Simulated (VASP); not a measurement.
```
LaP
1.0
    0.00000     3.62576     3.62576
    3.62576     0.00000     3.62576
    3.62576     3.62576     0.00000
La P
1 1
Direct
  0.00000   0.00000   0.00000
  0.25000   0.25000   0.25000
```

Level of theory: PBE GGA, VASP's PBE PAW potentials (set 64) (plane waves; VASP). Run with 400 eV cut-off, 8×8×8 Γ-centred mesh, first-order Methfessel-Paxton smearing of 0.10 eV, potentials La P.

Energy and stress use the plane-wave basis of the starting cell.

### Question
The ions, cell shape and volume are relaxed. Predict the relaxed structure.

### Answer

```
LaP
1.0
    0.00000     3.31086     3.31086
    3.31086     0.00000     3.31086
    3.31086     3.31086     0.00000
La P
1 1
Direct
  0.00000   0.00000   0.00000
  0.25000   0.25000   0.25000
```
Space group F-43m (216), at a tolerance of 0.03 Å.

### Question
How do energy and volume change from the first to the last step?

### Answer
The energy (σ→0) changes by -333.5 meV/atom and the volume by -23.9 %, in 14 ionic steps.

```json
[
 {"step": "1", "E(σ→0) (eV)": "-11.8630", "max force (eV/Å)": "0.000", "pressure (GPa)": "-7.53", "volume (Å³)": "95.33"},
 {"step": "2", "E(σ→0) (eV)": "-12.4761", "max force (eV/Å)": "0.000", "pressure (GPa)": "3.71", "volume (Å³)": "67.66"},
 {"step": "3", "E(σ→0) (eV)": "-12.5300", "max force (eV/Å)": "0.000", "pressure (GPa)": "0.06", "volume (Å³)": "72.48"},
 {"step": "4", "E(σ→0) (eV)": "-12.5298", "max force (eV/Å)": "0.000", "pressure (GPa)": "-0.23", "volume (Å³)": "72.90"},
 {"step": "5", "E(σ→0) (eV)": "-12.5298", "max force (eV/Å)": "0.000", "pressure (GPa)": "-0.19", "volume (Å³)": "72.88"},
 {"step": "6", "E(σ→0) (eV)": "-12.5299", "max force (eV/Å)": "0.000", "pressure (GPa)": "-0.17", "volume (Å³)": "72.85"},
 {"step": "7", "E(σ→0) (eV)": "-12.5299", "max force (eV/Å)": "0.000", "pressure (GPa)": "-0.17", "volume (Å³)": "72.85"},
 {"step": "8", "E(σ→0) (eV)": "-12.5299", "max force (eV/Å)": "0.000", "pressure (GPa)": "-0.18", "volume (Å³)": "72.84"},
 {"step": "9", "E(σ→0) (eV)": "-12.5299", "max force (eV/Å)": "0.000", "pressure (GPa)": "-0.18", "volume (Å³)": "72.84"},
 {"step": "10", "E(σ→0) (eV)": "-12.5299", "max force (eV/Å)": "0.000", "pressure (GPa)": "-0.19", "volume (Å³)": "72.83"},
 {"step": "11", "E(σ→0) (eV)": "-12.5299", "max force (eV/Å)": "0.000", "pressure (GPa)": "-0.15", "volume (Å³)": "72.82"},
 {"step": "12", "E(σ→0) (eV)": "-12.5299", "max force (eV/Å)": "0.000", "pressure (GPa)": "-0.13", "volume (Å³)": "72.78"},
 {"step": "13", "E(σ→0) (eV)": "-12.5300", "max force (eV/Å)": "0.000", "pressure (GPa)": "-0.08", "volume (Å³)": "72.72"},
 {"step": "14", "E(σ→0) (eV)": "-12.5300", "max force (eV/Å)": "0.000", "pressure (GPa)": "0.00", "volume (Å³)": "72.59"}
]
```

The structure was generated: LaP was put into the zinc blende type (F-43m), which need not be its known phase. This run relaxes it. Symmetry was kept, so distortions that lower it aren't found.
